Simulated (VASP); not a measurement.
An input for Quantum ESPRESSO's pw.x (written as the equivalent of a VASP run, and not itself run):

```
&CONTROL
  calculation = 'scf'
  pseudo_dir = './pseudo'
  outdir = './out'
  tprnfor = .true.
  tstress = .true.
/
&SYSTEM
  ibrav = 0
  nat = 2
  ntyp = 2
  ecutwfc = 82
  occupations = 'smearing'
  smearing = 'gaussian'
  degauss = 0.003675
  input_dft = 'pbesol'
/
&ELECTRONS
  conv_thr = 7.3e-09
  electron_maxstep = 100
/
ATOMIC_SPECIES
  Ag 107.868 Ag.upf
  Br 79.904 Br.upf
CELL_PARAMETERS angstrom
     0.0000000    2.8333371    2.8333371
     2.8333371    0.0000000    2.8333371
     2.8333371    2.8333371    0.0000000
ATOMIC_POSITIONS crystal
  Ag  -0.0264706  1.0264706  0.0264706
  Br   0.5000000  0.5000000  0.5000000
K_POINTS automatic
  8 8 8 0 0 0
```

Q: Translate this input to VASP (INCAR, KPOINTS, POSCAR, choice of POTCAR).

A: This is not unique; one that fits is 
KPOINTS:
```
Automatic
0
Gamma
8 8 8
```

### POSCAR
```
AgBr
1
    0.0000000000     2.8333371015     2.8333371015
    2.8333371015     0.0000000000     2.8333371015
    2.8333371015     2.8333371015     0.0000000000
Ag Br
1 1
Direct
 -0.0264705530   1.0264705530   0.0264705530
  0.5000000000   0.5000000000   0.5000000000
```

**INCAR**
```
SYSTEM = AgBr
PREC = Accurate
ENCUT = 480
EDIFF = 1E-7
NELM = 100
ALGO = Normal
LREAL = .FALSE.
LASPH = .TRUE.
ISMEAR = 0
SIGMA = 0.05
GGA = PS
LMAXMIX = 4
LWAVE = .FALSE.
LCHARG = .FALSE.
ISIF = 2
```

POTCAR, in this order: Ag Br (PBE.64 set). Program: vasp_std.

Limits of the translation: the potentials are each code's own (VASP's PAW set, PseudoDojo norm-conserving files in pw.x), so ENCUT and ecutwfc are chosen apart and not converted; conv_thr bounds pw.x's estimated SCF error, while EDIFF bounds the energy change between steps.

The compound is AgBr in the rock salt structure. This cell was strained or had an atom moved on purpose.
